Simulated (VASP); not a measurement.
A run of VASP 6.6.1 is set up as follows.

File INCAR:

```
ALGO     = Normal         # electronic algorithm
EDIFF    = 1E-7           # SCF threshold, eV
EDIFFG   = -0.002         # ionic threshold
ENCUT    = 350            # plane-wave cutoff, eV
GGA      = CA             # functional
IBRION   = 2              # ionic algorithm
ISIF     = 3              # what is computed and relaxed
ISMEAR   = 0              # smearing method
LASPH    = True           # aspherical terms in the spheres
LCHARG   = False          # write CHGCAR
LREAL    = False          # projectors in reciprocal space
LWAVE    = False          # write WAVECAR
NELM     = 60             # most SCF steps
NSW      = 80             # ionic steps
PREC     = Accurate       # precision mode
SIGMA    = 0.1            # smearing width, eV
```

The input KPOINTS:

```
k-points
0
Gamma
  10 10 10
```

The input POSCAR:

```
Al                                      
1.0
   -0.0000000000      1.9896472618      1.9896472618
    1.9896472618      0.0000000000      1.9896472618
    1.9896472618      1.9896472618     -0.0000000000
  Al            
     1
Direct
     0.0000000000000000    0.0000000000000000    0.0000000000000000
```

Potentials or basis: VASP PAW LDA potentials, release 64 (Al).

Launch:

```bash
$ cat potpaw_LDA.64/Al/POTCAR > POTCAR
$ mpirun -np 1 vasp_std > vasp.out
```

Question: Estimate the band gap on the k mesh.

Answer: None (metal or under the smearing width).

Final structure:
```
Al
1.0
     0.00000    1.98965    1.98965
     1.98965    0.00000    1.98965
     1.98965    1.98965    0.00000
Al
1
Direct
  0.00000 0.00000 0.00000
```

Caveat: the relaxation stopped at its first step, so nothing moved.
